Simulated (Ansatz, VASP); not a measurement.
## YbB2 (w002) in VASP and in Ansatz

The input INCAR:

```
SYSTEM = YbB2
  PREC = Accurate
  ENCUT = 520
  EDIFF = 1E-7
  ISMEAR = 0
  SIGMA = 0.1
  LREAL = .FALSE.
  LASPH = .TRUE.
  NELM = 100
  ALGO = Normal
  ISIF = 2
  LWAVE = .FALSE.
  LCHARG = .FALSE.
  GGA = PE
  NBANDS = 22
```

Contents of KPOINTS:

```
Automatic mesh
0
G
  6 6 6
  0 0 0
```

File POSCAR:

```
YbB2
1.0
    3.2503000000      0.0000000000      0.0000000000
   -1.6251500000      2.8148423699      0.0000000000
    0.0000000000      0.0000000000      3.7315000000
Yb B
1 2
Direct
    0.0000000000      0.0000000000      0.0000000000
    0.3333333333      0.6666666667      0.5000000000
    0.6666666667      0.3333333333      0.5000000000
```

Input for Ansatz:

```yaml
crystal:
  lattice:
    - [3.2503, 0.0, 0.0]
    - [-1.62515, 2.8148423699, 0.0]
    - [0.0, 0.0, 3.7315]
  atoms:
    - { symbol: Yb, position: [0.0, 0.0, 0.0] }
    - { symbol: B, position: [0.3333333333, 0.6666666667, 0.5] }
    - { symbol: B, position: [0.6666666667, 0.3333333333, 0.5] }
basis:
  ecutwfc: 420
kpoints:
  mp_grid: { grid: [6, 6, 6] }
hamiltonian:
  xc: pbe
  pseudopotentials: { kind: paw }
scf:
  occupations: { method: gaussian, width: 0.1 }
output:
  forces: true
  stress: true
  eigenvalues: true
```

Alike in both runs: task single point; functional PBE; k mesh 6 × 6 × 6; occupations gaussian, width 0.1 eV; no spin polarisation.

|  | VASP | Ansatz |
| --- | --- | --- |
| version | VASP 6.6.1 | Ansatz 0.2.0 |
| potentials or method | VASP PAW PBE potentials, release 64 (Yb, B) | scalar-relativistic, plane waves, PAW |
| plane-wave cutoff (eV) | 520 | 420 |
| valence electrons in the cell | 30 | 30 |

Ansatz gave:

| Property | Result |
| --- | --- |
| gap on the k mesh at the Fermi level (eV) | none |
| pressure (GPa) | 2.3 |
| largest component of the traceless stress (GPa) | 5.23 |

Task: Which values does VASP return?

Result: gap on the k mesh at the Fermi level (eV): none; pressure (GPa): 2.7; largest component of the traceless stress (GPa): 5.34.

A gap of «none» marks a metal or a gap that the smearing closes. The functional is the same, so the differences come from potentials, cutoffs and numerics.

Caveats: the k mesh is coarse (spacing up to 0.37 Å⁻¹), so the values aren't converged; without U or exact exchange the open f shell lies at the Fermi level, which spoils levels, moments and volumes. The runs have no spin-orbit coupling, so splittings on Yb are missing. Spin polarisation is off, so any magnetic state and its effect on volume and gap are missing.
